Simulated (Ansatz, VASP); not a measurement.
## Cross-check of OsClF between VASP and Ansatz

Aim: how closely do two programs agree when they are given the same cell, functional and k mesh? Of the first pair: The structure shown is the start of the Ansatz relaxation below; VASP solves that cell, so the two are compared at the walk's first step.

Program: Ansatz 0.2.0. Level of theory: plane waves, with VASP 6.6.1 beside it; single point at PBEsol. Results are calculated unless marked as measured.

## (1) The structure

The cell holds 3 atoms: 1 Os, 1 F and 1 Cl. Its edges and angles: a = 3.209 Å, b = 3.209 Å, c = 32.400 Å, α = 90.0°, β = 90.0°, γ = 120.0°. Vacuum lies along c.

## (2) Ansatz: relaxation, PBEsol

Ansatz runs on its default PAW (the set named soft_2) files.

The two programs are compared at the cell with which this relaxation starts, whose forces are those of its first step.

input.yaml

```yaml
crystal:
  lattice:
    - [3.20851698, 0.0, 0.0]
    - [-1.60425849, 2.7786572132, 0.0]
    - [0.0, 0.0, 32.4]
  atoms:
    - { symbol: Os, position: [0.0, 0.0, 0.5] }
    - { symbol: F, position: [0.3333333333, 0.6666666667, 0.5402389649] }
    - { symbol: Cl, position: [0.6666666667, 0.3333333333, 0.4597610351] }
  periodic: [true, true, false]
kpoints:
  mp_grid: { grid: [9, 9, 1] }
hamiltonian:
  xc: pbesol
scf:
  occupations: { method: fermi_dirac, width: 0.02 }
relax:
  f_tol: 0.01
  max_steps: 100
  cell: {}
```

On the command line:

```sh
$ ansatz run input.yaml --threads 8 --pin off --max-ram 13824MiB --backend cpu --events-out ev --progress --plain --runs-dir out
```

Numbers of over 12 decimals in the logs are rounded to 6 here.

The program printed:

```text
Engine: ansatz 0.2.0, aarch64-unknown-linux-gnu
Pseudopotentials: kind: paw
Pseudopotential: Os, paw, valence charge 16, recommended cutoff 420 eV (normal), Os.paw.azcp
Pseudopotential: F, paw, valence charge 7, recommended cutoff 420 eV (normal), F.paw.azcp
Pseudopotential: Cl, paw, valence charge 7, recommended cutoff 420 eV (normal), Cl.paw.azcp
Functional definition: PBEsol
  exchange = pbesol_x
  correlation = pbesol_c
Crystal: 3 atoms, lattice volume = 288.858 Å³
Basis set: ecut = 420 eV, 5737 PW (Γ), exchange–correlation on 48×48×450 points (8 copies of the dense FFT grid, shifted against one another)
Bands: 19, of which v1, the nominal top of the filled ones, is band 15 counted from 1 (14 counted from 0)
Symmetry: 6 space group operations
Space group: P3m1 (ITA 156), of the structure as read, at distance tolerance 6.6e-5 Å
k-points: 12 of 81 (time reversal used)
Non-local potential: Os, projectors of the file, l = 0: 3, l = 1: 2, l = 2: 2, l = 3: 1
Non-local potential: F, projectors of the file, l = 0: 2, l = 1: 2, l = 2: 1
Non-local potential: Cl, projectors of the file, l = 0: 2, l = 1: 2, l = 2: 2
PAW form: soft (Blöchl's): semilocal exchange-correlation on the pseudo side does not see the compensation charge
PAW frozen core: Os, regenerated for the run's functional, and the local potential with it (the file was generated under x = pbe(κ = 0.804, μ = 0.219515), c = pbe(β = 0.066725))
PAW frozen core: F, regenerated for the run's functional, and the local potential with it (the file was generated under x = pbe(κ = 0.804, μ = 0.219515), c = pbe(β = 0.066725))
PAW frozen core: Cl, regenerated for the run's functional, and the local potential with it (the file was generated under x = pbe(κ = 0.804, μ = 0.219515), c = pbe(β = 0.066725))
PAW one-centre angular grid: Os, 590 points (default); XC on 64 Gauss nodes
PAW one-centre angular grid: F, 110 points (default); XC on 64 Gauss nodes
PAW one-centre angular grid: Cl, 110 points (default); XC on 64 Gauss nodes
Initial density: superposition of atomic densities (neutral atoms: chi_scale 0, normalization atom), corrected by the library's trained network
Initial wavefunctions: pseudopotential atomic-orbital guess
Functional: x = pbesol(κ = 0.804, μ = 0.123457), c = pbesol(β = 0.046)
SCF iter   1: F=—  HF=-13109.277962 eV  |F-HF|=—  |Δ(HF+E_count)|=         —  Δρ=6.93e-3  dr2=2.12e-1  ethr=1.77e-3  ⟨swp⟩=15.4  Hψ=2139  notcnv=0
preconditioner: auto → Resta (q_TF=auto, 1.871 Å⁻¹)  ε∞=2.1  [insulator: Δε(μ)=0.760 eV  Ē_g=9.394 eV  σ=0.020 eV  W_gap=1.00  n_scr=18 (ndim 8)  ℏωp=9.8 eV  f_vac=0.818  D(μ)=0.00/eV (n_scr^D=0)  ε∞_Penn≈2.1  vacuum switching on, ρ_ref=6.4e-3 e/Å³]
SCF iter   2: F=—  HF=-13109.251363 eV  |F-HF|=—  |Δ(HF+E_count)|=   2.66e-2  Δρ=4.31e-3  dr2=8.63e-2  ethr=7.07e-4  ⟨swp⟩=4.0  Hψ=587  notcnv=0
SCF iter   3: F=—  HF=-13109.236813 eV  |F-HF|=—  |Δ(HF+E_count)|=   1.45e-2  Δρ=1.24e-3  dr2=7.34e-3  ethr=2.88e-4  ⟨swp⟩=3.3  Hψ=447  notcnv=0
SCF iter   4: F=—  HF=-13109.237532 eV  |F-HF|=—  |Δ(HF+E_count)|=   7.18e-4  Δρ=9.09e-4  dr2=2.93e-3  ethr=2.45e-5  ⟨swp⟩=4.3  Hψ=639  notcnv=0
SCF iter   5: F=—  HF=-13109.237423 eV  |F-HF|=—  |Δ(HF+E_count)|=   1.09e-4  Δρ=2.80e-4  dr2=4.11e-4  ethr=9.76e-6  ⟨swp⟩=3.0  Hψ=454  notcnv=0
SCF iter   6: F=—  HF=-13109.237510 eV  |F-HF|=—  |Δ(HF+E_count)|=   8.71e-5  Δρ=8.78e-5  dr2=2.90e-5  ethr=1.37e-6  ⟨swp⟩=3.9  Hψ=511  notcnv=0
SCF iter   7: F=—  HF=-13109.237405 eV  |F-HF|=—  |Δ(HF+E_count)|=   1.05e-4  Δρ=2.40e-5  dr2=1.65e-6  ethr=9.67e-8  ⟨swp⟩=3.6  Hψ=524  notcnv=0
SCF iter   8: F=-13109.237408 eV  HF=-13109.237408 eV  |F-HF|=1.16e-7  |Δ(HF+E_count)|=   2.51e-6  Δρ=5.46e-6  dr2=6.86e-8  ethr=3.33e-10  ⟨swp⟩=5.8  Hψ=1410  notcnv=0
SCF 1 converged in 8 iterations: F = -13109.237408 eV  dr2 = 6.86e-8
  greatest PAW one-centre occupation: 1.000 electrons in one spin orbital (limit 2), on the Os atom at site 0 (counted from 0), in its partial waves of l = 0
relax step   1: F+E_penalty+E_count = -13109.23740783 eV  Δ(F+E_penalty+E_count) = +0.000e0 eV  max|allowed force component| = 2.189e0 eV/Å  Δτ_max = 0.0000 Å  P = +4.087 N/m  Ω = 288.858 Å³  fix = [c, alpha, beta]  reactions: c +0.000 N/m  (8 SCF iters, dr2 threshold 1.00e-7 eV, accepted)
[...]
relax step   6: F+E_penalty+E_count = -13109.76498966 eV  Δ(F+E_penalty+E_count) = -2.847e-2 eV  max|allowed force component| = 6.563e-3 eV/Å  Δτ_max = 0.0000 Å  P = +0.588 N/m  Ω = 328.172 Å³  fix = [c, alpha, beta]  reactions: c +0.000 N/m  stress off target by 5.88e-1 N/m on what of the cell is left free  SCF on the basis re-selected at this cell (its energy is not comparable with the rows above)  (9 SCF iters)
[...]
relax step   7: F+E_penalty+E_count = -13109.76592427 eV  Δ(F+E_penalty+E_count) = -9.346e-4 eV  max|allowed force component| = 9.091e-3 eV/Å  Δτ_max = 0.0114 Å  P = +0.070 N/m  Ω = 331.093 Å³  energy of the carried Pulay correction = -8.084e-4 eV  fix = [c, alpha, beta]  reactions: c +0.000 N/m  (6 SCF iters, dr2 threshold 3.00e-7 eV, accepted)
[...]
relax step   8: F+E_penalty+E_count = -13109.76585483 eV  Δ(F+E_penalty+E_count) = +6.944e-5 eV  max|allowed force component| = 5.122e-4 eV/Å  Δτ_max = 0.0008 Å  P = +0.001 N/m  Ω = 331.398 Å³  energy of the carried Pulay correction = -8.967e-4 eV  fix = [c, alpha, beta]  reactions: c +0.000 N/m  (6 SCF iters, dr2 threshold 7.61e-9 eV, accepted)
[...]
relax step   9: F+E_penalty+E_count = -13109.76677630 eV  Δ(F+E_penalty+E_count) = -9.215e-4 eV  max|allowed force component| = 4.673e-4 eV/Å  Δτ_max = 0.0000 Å  P = +0.007 N/m  Ω = 331.398 Å³  fix = [c, alpha, beta]  reactions: c +0.000 N/m  stress off target by 6.55e-3 N/m on what of the cell is left free  SCF on the basis re-selected at this cell (its energy is not comparable with the rows above)  (7 SCF iters)
basis re-selected at this cell: Δ(F+E_penalty+E_count) = -9.215e-4 eV, ΔP = +0.006 N/m vs the last step (what re-selecting the basis moved, of the pressure what is left beyond the Pulay correction that the steps carried, after the strain that the cell walked since its last selection, with what the two solves' SCF thresholds leave and, on support functions, any second-order correction that the steps lacked; it is no m [...]
SCF converged after 7 iterations
Free energy (F): -13109.766776 eV
Harris-Foulkes:  -13109.766776 eV  (|F-HF|=4.55e-8)
Internal energy: -13109.766776 eV  (E = F + TS)
E sigma→0 (E₀):  -13109.766776 eV
Fermi energy:    -4.193291 eV
--- Per-component energies (eV) ---
  E_band       = -755.618020
  E_kinetic    = 936.970003
  E_local      = -58681.991109  (includes V_loc(G=0)·N_el)
  E_nonlocal   = 104.222139
  E_hartree    = 28833.289659
  E_xc         = -448.608659
  E_vxc        = -504.918634  (∫ρ·V_xc dr)
  E_paw        = -9716.159864  (= ΣΔE_a)
  E_vpaw       = -276.482227  (= ΣTr[D̂ρ^β])
  E_aug_tail   = 0.002087  (compensation charges beyond the density's cutoff)
  E_ewald      = 25862.140160
  E_core_change = 0.368808  (= ΣΔE_core)
  E_smearing   = -0.000000  (= −TS)
  E_closure    = 0.000000  (closes the sum)
  Σ components = -13109.766776   (vs F -13109.766776, Δ=0.00e0)
--- Forces (eV/Å), atoms counted from 1 ---
  atom   1  Os    -0.00000000     0.00000000     0.00046683
  atom   2  F      0.00000000     0.00000000    -0.00014769
  atom   3  Cl    -0.00000000     0.00000000    -0.00032049
  max |Σ_I F_I| component: 1.35e-6 eV/Å
--- 2D stress c σ (N/m, compression-positive) ---
        0.006552       0.000000      -0.000000
        0.000000       0.006552      -0.000000
       -0.000000      -0.000000       0.000000
  P = ½ c Tr σ = 0.0066 N/m
--- Relaxed structure (7 steps of the walk, 7 accepted, 2 SCFs on fresh bases) ---
  F+E_penalty+E_count = -13109.76677630 eV   max|allowed force component| = 4.673e-4 eV/Å   (the final SCF, on the basis selected at the relaxed cell)
  cell:  # Å, volume = 331.3982 Å³
    - [3.436666, 0, 0]
    - [-1.718333, 2.976240, 0]
    - [0, 0, 32.4]
  atoms:
    - { symbol: Os, position: [-1.362309099835958e-19, 0, 0.499878] }
    - { symbol: F, position: [0.333333, 0.666667, 0.532473] }
    - { symbol: Cl, position: [0.666667, 0.333333, 0.467649] }
```

## (3) VASP: single point, PBEsol, start cell, pair 1

The same cell, functional, mesh and smearing now go to VASP, with its own data sets.

Lines of VASP's logs that name or quote its potential files are left out, and so is its time.

INCAR

```
SYSTEM = OsClF
PREC = Accurate
ENCUT = 520
EDIFF = 1E-06
NELM = 120
ISMEAR = -1
SIGMA = 0.02
LREAL = .FALSE.
ALGO = Normal
GGA = PS
NBANDS = 17
LASPH = .TRUE.
LORBIT = 11
LWAVE = .FALSE.
LCHARG = .FALSE.
ISIF = 2
LDIPOL = .TRUE.
IDIPOL = 3
DIPOL = 0.5 0.5 0.5
LVHAR = .TRUE.
GGA_COMPAT = .FALSE.
EFERMI = MIDGAP
NELMDL = -8
```

POSCAR

```
OsClF
1.0
    3.2085170000      0.0000000000      0.0000000000
   -1.6042580000      2.7786570000      0.0000000000
    0.0000000000      0.0000000000     32.4000000000
Os F Cl
1 1 1
Direct
    0.0000000000      0.0000000000      0.5000000000
    0.3333332294      0.6666666667      0.5402389506
    0.6666664589      0.3333333333      0.4597610494
```

KPOINTS

```
Automatic mesh
0
Gamma
9 9 1
0 0 0
```

PAW data sets: Os, F and Cl (PBE family, release 64).

On the command line:

```sh
$ mpirun -np 1 vasp_std
```

The program printed:

```text
[banner, memory and clock lines left out]
running    1 mpi-ranks, on    1 nodes
 distrk:  each k-point on    1 cores,    1 groups
 distr:  one band on    1 cores,    1 groups

 POSCAR found type information on POSCAR OsF Cl
 POSCAR found :  3 types and       3 ions
|                                                                             |
|               ----> ADVICE to this user running VASP <----                  |
|                                                                             |
|     You enforced a specific xc type in the INCAR file but a different       |
|     [... a line on the potential file left out ...]
|     I HOPE YOU KNOW WHAT YOU ARE DOING!                                     |
|                                                                             |

 LDA part: xc-table for (Slater+PW92), standard interpolation
 POSCAR, INCAR and KPOINTS ok, starting setup
 FFT: planning ... GRIDC
 FFT: planning ... GRID_SOFT
 FFT: planning ... GRID
 WAVECAR not read
 entering main loop
       N       E                     dE             d eps       ncg     rms          rms(c)
DAV:   1     0.217698050031E+03    0.21770E+03   -0.74702E+03   408   0.927E+02
DAV:   2     0.132194234389E+02   -0.20448E+03   -0.19394E+03   701   0.219E+02
DAV:   3    -0.164019071991E+02   -0.29621E+02   -0.29393E+02   568   0.105E+02
DAV:   4    -0.168926628749E+02   -0.49076E+00   -0.49010E+00   500   0.168E+01
DAV:   5    -0.168993884960E+02   -0.67256E-02   -0.67239E-02   559   0.181E+00
DAV:   6    -0.168995632666E+02   -0.17477E-03   -0.17476E-03   550   0.292E-01
DAV:   7    -0.168995696516E+02   -0.63850E-05   -0.63849E-05   607   0.493E-02
DAV:   8    -0.168995699181E+02   -0.26648E-06   -0.26641E-06   532   0.988E-03    0.239E+01
DAV:   9    -0.159764618024E+02    0.92311E+00   -0.30406E+00   624   0.204E+01    0.131E+01
DAV:  10    -0.159361660776E+02    0.40296E-01   -0.97630E-01   528   0.923E+00    0.441E+00
DAV:  11    -0.158831987224E+02    0.52967E-01   -0.20353E-01   565   0.509E+00    0.514E-01
DAV:  12    -0.158838055788E+02   -0.60686E-03   -0.31508E-02   536   0.133E+00    0.459E-01
DAV:  13    -0.158834490210E+02    0.35656E-03   -0.13931E-03   557   0.300E-01    0.282E-01
DAV:  14    -0.158833126371E+02    0.13638E-03   -0.19444E-03   541   0.262E-01    0.727E-02
[...]
DAV:  20    -0.158841357200E+02   -0.34954E-04   -0.28183E-06   488   0.132E-02    0.602E-03
DAV:  21    -0.158841689454E+02   -0.33225E-04   -0.16340E-06   408   0.599E-03    0.476E-03
DAV:  22    -0.158841803481E+02   -0.11403E-04   -0.36474E-07   419   0.298E-03    0.268E-03
DAV:  23    -0.158841871609E+02   -0.68128E-05   -0.23445E-07   395   0.306E-03    0.169E-03
DAV:  24    -0.158841899564E+02   -0.27954E-05   -0.99015E-08   412   0.169E-03    0.128E-03
DAV:  25    -0.158841910271E+02   -0.10708E-05   -0.30533E-08   402   0.938E-04    0.523E-04
DAV:  26    -0.158841921643E+02   -0.11372E-05   -0.18592E-08   384   0.704E-04    0.557E-04
DAV:  27    -0.158841927093E+02   -0.54497E-06   -0.12050E-08   378   0.601E-04
   1 F= -.15884193E+02 E0= -.15884193E+02  d E =-.538691E-07
```

From OUTCAR (step 3):

```text
ion  position               nearest neighbor table
   1  0.000  0.000  0.500-   2 2.27   3 2.27   2 2.27   3 2.27   3 2.27   2 2.27
   2  0.333  0.667  0.540-   1 2.27   1 2.27   1 2.27
   3  0.667  0.333  0.460-   1 2.27   1 2.27   1 2.27

  LATTYP: Found a hexagonal cell.
 ALAT       =     3.2085170000
 C/A-ratio  =    10.0981232139

 Subroutine GETGRP returns: Found  6 space group operations
 (whereof  6 operations were pure point group operations)

The static configuration has the point symmetry C_3v.

 Found     12 irreducible k-points:

   k-points           NKPTS =     12   k-points in BZ     NKDIM =     12   number of bands    NBANDS=     17

   dimension x,y,z NGX =    24 NGY =   24 NGZ =  250
   dimension x,y,z NGXF=    48 NGYF=   48 NGZF=  500

   ENCUT  =  520.0 eV  38.22 Ry    6.18 a.u.   5.97  5.97 60.24*2*pi/ulx,y,z

   NELECT =      22.0000    total number of electrons

 k-points in reciprocal lattice and weights: Automatic mesh
   0.00000000  0.00000000  0.00000000       0.012
   0.11111111 -0.00000000  0.00000000       0.074
   0.22222222  0.00000000  0.00000000       0.074
   0.33333333  0.00000000  0.00000000       0.074
   0.44444444  0.00000000  0.00000000       0.074
   0.11111111  0.11111111  0.00000000       0.074
   0.22222222  0.11111111  0.00000000       0.148
   0.33333333  0.11111111  0.00000000       0.148
   0.44444444  0.11111111  0.00000000       0.074
   0.22222222  0.22222222  0.00000000       0.074
   0.33333333  0.22222222  0.00000000       0.148
   0.33333333  0.33333333  0.00000000       0.025

 dipolmoment           0.000000      0.000000      0.133608 electrons x Angstroem

 average (electrostatic) potential at core
       1 -54.4915       2 -83.4137       3-102.0862

 E-fermi :  -2.2672

 k-point     1 :       0.0000    0.0000    0.0000
  band No.  band energies     occupation
    ...
      7      -7.9592      2.00000
      8      -7.9592      2.00000
      9      -4.5520      2.00000
     10      -4.5520      2.00000
     11      -4.1898      2.00000
     12      -1.5758      0.00000
     13      -1.5758      0.00000
     14      -1.2902      0.00000
     15       0.0415      0.00000
     16       0.5007      0.00000
    ...

 k-point     2 :       0.1111   -0.0000    0.0000
  band No.  band energies     occupation
    ...
      7      -8.2219      2.00000
      8      -8.1211      2.00000
      9      -4.6550      2.00000
     10      -4.3157      2.00000
     11      -4.0665      2.00000
     12      -1.8283      0.00000
     13      -1.5251      0.00000
     14      -0.8071      0.00000
     15       0.3275      0.00000
     16       0.7575      0.00000
    ...

 k-point     3 :       0.2222    0.0000    0.0000
  band No.  band energies     occupation
    ...
      7      -8.3980      2.00000
      8      -8.1974      2.00000
      9      -4.9671      2.00000
     10      -3.7748      2.00000
     11      -3.7582      2.00000
     12      -1.9797      0.00000
     13      -1.3878      0.00000
     14       0.2808      0.00000
     15       1.1234      0.00000
     16       1.4927      0.00000
    ...

  Total        2.6733791      2.6733786     -2.8672178      0.0000005      0.0000000     -0.0000000
  in kB       14.8281451     14.8281427    -15.9032896      0.0000027      0.0000000     -0.0000000
  external PRESSURE =       4.5843327 kB  Pullay stress =       0.0000000 kB

  energy-cutoff  :      520.00
  volume of cell :      288.86
      direct lattice vectors                 reciprocal lattice vectors
     3.208517000  0.000000000  0.000000000     0.311670470  0.179942988  0.000000000
    -1.604258000  2.778657000  0.000000000     0.000000000  0.359886089  0.000000000
     0.000000000  0.000000000 32.400000000     0.000000000  0.000000000  0.030864198

 POSITION                                       TOTAL-FORCE (eV/Angst)
 -----------------------------------------------------------------------------------
      0.00000      0.00000     16.20000         0.000000     -0.000000     -1.734539
     -0.00000      1.85244     17.50374        -0.000000      0.000000     -0.207834
      1.60426      0.92622     14.89626         0.000000      0.000000      1.942373
 -----------------------------------------------------------------------------------
    total drift:                                0.001212      0.000003     -0.000075

  FREE ENERGIE OF THE ION-ELECTRON SYSTEM (eV)
  ---------------------------------------------------
  free  energy   TOTEN  =       -15.8841927093 eV

  energy  without entropy=      -15.8841926554  energy(sigma->0) =      -15.88419268

 vacuum level on the upper side and lower side of the slab         2.930         0.218

 total charge
# of ion       s       p       d       tot
------------------------------------------
    1        0.428   0.466   6.274   7.168
    2        1.737   4.280   0.000   6.017
    3        1.584   3.441   0.000   5.025
--------------------------------------------------
tot          3.749   8.187   6.274  18.211

[... 3 further parts left out ...]
```

This run has no spin polarisation, so a moment on Os, if there is one, isn't seen.

## (4) Comparison

Known differences besides the potentials themselves: Ansatz cuts the interaction across the vacuum, VASP repeats the sheet with a dipole correction; the data sets hold 30 valence electrons in Ansatz (on its default PAW (the set named soft_2) files) and 22 in VASP; the cutoff is 420 eV in Ansatz and 520 eV in VASP; Ansatz makes its cores anew for this functional, VASP keeps those of its PBE data sets. Total energies have different zeros and are not compared.

Forces (eV/Å; atoms numbered as in POSCAR):

```csv
atom,"Ansatz x, y, z","VASP x, y, z"
Os1,"0.000, 0.000, -1.939","0.000, 0.000, -1.735"
F2,"0.000, 0.000, -0.250","0.000, 0.000, -0.208"
Cl3,"0.000, 0.000, 2.189","0.000, 0.000, 1.942"
```

The forces differ by 108 meV/Å r.m.s., which is 12.4 % of the r.m.s. force of 0.871 eV/Å (both taken over all components). With vacuum in the cell, a pressure given here is an average over mostly empty space and none of the material.

## (5) Other set-ups

Further runs change the set-up of one program: Ansatz's method, potentials or start, or VASP's data sets, cutoff or form of LDA. The table gives that difference for each run.

```csv
run,r.m.s. force difference (meV/Å)
as above,108
"VASP with the data sets Os_sv_GW, F and Cl",40
```

[end of part 1 of 2]

[Lines on the potential files, build, host, timing and source positions are cut from VASP's logs without a mark.]

[Logs are printed without paths, hosts, clocks, repeated set-up lines and the standing remarks that a program may print on its own settings, such as how far it seeks lower states.]

[Hosts, paths, dates, database ids (printed as entryN), source tags and the programs' standing remarks are cut or masked in the printed files.]
